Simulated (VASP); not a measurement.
```xyz
2
Lattice="0.0000 3.0906 3.0906 3.0906 0.0000 3.0906 3.0906 3.0906 0.0000" Properties=species:S:1:pos:R:3 pbc="T T T"
In     0.0000     0.0000     0.0000
As     1.5453     1.5453     1.5453
```

The base run (VASP): PBE GGA, plane waves, VASP's PBE PAW potentials (set 64). Numerical set-up: 400 eV cut-off, 7×7×7 Γ-centred mesh, Gaussian smearing of 0.050 eV, potentials In_d As.

One setting is varied; ΔE counts from the most expensive setting. The base run took about 20 core-seconds. Times come from single runs on busy shared machines, so they are rough: good to a factor of about 2.

Pressures at a finite cut-off, here 400 eV, hold a Pulay part, which this task's highest cut-off puts under 0.2 GPa.

```csv
setting,cost over the base run,electronic steps,ΔE (meV/atom),pressure (GPa)
"KGAMMA = .TRUE., KSPACING = 0.8, KPOINTS file removed",within a factor of 2,13,210.3,1.73
"KGAMMA = .TRUE., KSPACING = 0.4, KPOINTS file removed",within a factor of 2,13,22.0,0.31
"KGAMMA = .TRUE., KSPACING = 0.5, KPOINTS file removed",within a factor of 2,13,62.9,0.63
base run,reference,13,3.7,0.17
"KGAMMA = .FALSE., KSPACING = 0.3, KPOINTS file removed",within a factor of 2,13,0.0,0.14
"KGAMMA = .TRUE., KSPACING = 0.16, KPOINTS file removed",about 3 times,13,0.0,0.14
```

Left out are runs that failed, have no time on record or changed the cell.

The compound is InAs in the zinc blende structure. The cell was not relaxed at this level.
